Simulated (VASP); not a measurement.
OSZICAR of a VASP run on Cd32Te32:

File OSZICAR:
```
       N       E                     dE             d eps       ncg     rms          rms(c)
DAV:   1     0.472611048960E+04    0.47261E+04   -0.24533E+05   698   0.126E+03
DAV:   2     0.239668233564E+03   -0.44864E+04   -0.42853E+04   771   0.351E+02
DAV:   3    -0.150378458143E+03   -0.39005E+03   -0.38577E+03   771   0.103E+02
DAV:   4    -0.159692381106E+03   -0.93139E+01   -0.92783E+01   772   0.145E+01
DAV:   5    -0.159930059299E+03   -0.23768E+00   -0.23760E+00   796   0.216E+00    0.285E+01
RMM:   6    -0.152293897465E+03    0.76362E+01   -0.18047E+01   690   0.652E+00    0.230E+01
RMM:   7    -0.151844214412E+03    0.44968E+00   -0.88449E+00   690   0.301E+00    0.678E+00
RMM:   8    -0.151821332185E+03    0.22882E-01   -0.51674E-01   690   0.125E+00    0.235E+00
RMM:   9    -0.151815933802E+03    0.53984E-02   -0.91036E-02   690   0.425E-01    0.112E+00
RMM:  10    -0.151815868851E+03    0.64951E-04   -0.12850E-02   714   0.193E-01    0.282E-01
RMM:  11    -0.151817025961E+03   -0.11571E-02   -0.32964E-03   691   0.747E-02    0.159E-01
RMM:  12    -0.151817004898E+03    0.21063E-04   -0.57990E-04   691   0.436E-02    0.808E-02
RMM:  13    -0.151817108811E+03   -0.10391E-03   -0.35402E-04   589   0.222E-02    0.171E-01
RMM:  14    -0.151817017670E+03    0.91140E-04   -0.74873E-04   738   0.255E-02    0.292E-02
RMM:  15    -0.151817006746E+03    0.10924E-04   -0.32235E-05   514   0.805E-03    0.205E-02
RMM:  16    -0.151817007189E+03   -0.44314E-06   -0.76240E-06   321   0.378E-03
   1 F= -.15181701E+03 E0= -.15181701E+03  d E =-.151817E+03
```

Which electronic solver shows in the log?

It is blocked Davidson (ALGO = Normal, or the opening steps of other solvers) and then RMM-DIIS (ALGO = Fast or VeryFast). The INCAR had ALGO = Fast.

Can the final energy be trusted as converged?

The calculation finished and met its thresholds. It stopped with EDIFF = 1E-5, NELM = 100, NSW = 20 and EDIFFG = -0.03 after 1 ionic step (PBE GGA, plane waves, VASP's PBE PAW potentials (set 64)). The supercell is sampled at Γ alone, which is coarse: total energies, pressure and levels can be off, energies of defects by several tenths of an eV.

The cell is a supercell, built from CdTe (zinc blende).
